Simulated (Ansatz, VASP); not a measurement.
# TiI2: VASP beside Ansatz

```
CELL_PARAMETERS angstrom
3.52165 0.00000 0.00000
0.00000 3.52165 0.00000
0.00000 0.00000 30.44241
ATOMIC_POSITIONS crystal
Ti 0.00000 0.00000 0.29564
I 0.50000 0.50000 0.35235
I 0.50000 0.50000 0.23893
```

Change from the starting cell: species swapped into a sheet of the NdI2 type.

Alike in both runs: functional PBE; k mesh 14 × 14 × 1; occupations gaussian, width 0.1 eV; collinear spin.

Ansatz relaxed the structure, and its values are those at the end. VASP's run is a single point on that final structure, the one shown.

|  | VASP | Ansatz |
| --- | --- | --- |
| version | VASP 6.6.1 | Ansatz 0.2.0 |
| potentials or method | VASP PAW PBE potentials, release 64 (Ti_sv, I) | scalar-relativistic, plane waves, PAW |
| plane-wave cutoff (eV) | 520 | 420 |
| valence electrons in the cell | 26 | 46 |

```tsv
	VASP	Ansatz	Ansatz less VASP
gap on the k mesh at the Fermi level (eV)	none	none	-
net moment per atom (μB)	0.15	0.15	+0.001
size of the moment on the site where the two differ most (μB)	0.38	0.41	+0.026
```

Site moments also hang on the region over which each program counts them. A gap of «none» marks a metal or a gap that the smearing closes. The two sets of potentials don't hold the same shells in valence. Ansatz warned: «xc_potential_rough_in_thin_density».

Caveats: semilocal functionals often make such compounds metallic where correlation or magnetic order opens a gap, which also shifts bond lengths. Spin-orbit coupling is left out, which matters for the levels of I.
